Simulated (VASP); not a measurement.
Set up this calculation in VASP 6.6.1, as the native input.

```
Task                   : single point
Functional             : PBE
Potentials or basis    : VASP PAW PBE potentials, release 64 (Ni, Al, C)
Cutoff                 : 520 eV
k mesh                 : 6 × 6 × 6
Occupations            : fermi-dirac, width 0.025 eV
Spin                   : no spin polarisation
Dipole correction      : no
Further INCAR settings : ALGO = Fast; EDIFF = 1e-06; NBANDS = 26
```

The structure of AlNiC lies in POSCAR:

```
AlNiC
1.0
    0.0000000000      3.4022370000      0.0000000000
    3.4022370000      0.0000000000      0.0000000000
    1.7011190000      1.7011190000     -5.8555690000
Ni Al C
2 2 2
Direct
    0.5829000000      0.5829000000      0.8342000000
    0.3329000000      0.8329000000      0.3342000000
    0.1686000000      0.1686000000      0.6628000000
    0.9186000000      0.4186000000      0.1628000000
    0.0000000000      0.0000000000      0.0000000000
    0.7500000000      0.2500000000      0.5000000000
```

The cell was built by a generator and needn't be a form met in nature.

One way to write it, as run:

INCAR

```
PREC     = Accurate       # precision mode
ENCUT    = 520            # plane-wave cutoff, eV
EDIFF    = 1E-6           # SCF threshold, eV
ISMEAR   = -1             # smearing method
SIGMA    = 0.025          # smearing width, eV
LREAL    = False          # projectors in reciprocal space
LASPH    = True           # aspherical terms in the spheres
NELM     = 100            # most SCF steps
ALGO     = Fast           # electronic algorithm
ISIF     = 2              # what is computed and relaxed
LWAVE    = False          # write WAVECAR
LCHARG   = False          # write CHGCAR
GGA      = PE             # functional
NBANDS   = 26             # bands
```

KPOINTS

```
regular mesh
0
Gamma
  6 6 6
```

Potentials or basis: VASP PAW PBE potentials, release 64 (Ni, Al, C).

Launch:

```console
$ cat potpaw_PBE.64/Ni/POTCAR potpaw_PBE.64/Al/POTCAR potpaw_PBE.64/C/POTCAR > POTCAR
$ mpirun -np 1 vasp_std > vasp.out
```

Results of the run:

```json
{
  "Pressure": "-1.9 GPa",
  "Largest force": "0.442 eV/Å",
  "Band gap on the k mesh": "none (metal or under the smearing width)"
}
```

It took 82 s on 1 thread of Intel(R) Xeon(R) Platinum 8488C (Sapphire Rapids), with other jobs on the host, peak memory 0.21 GiB.
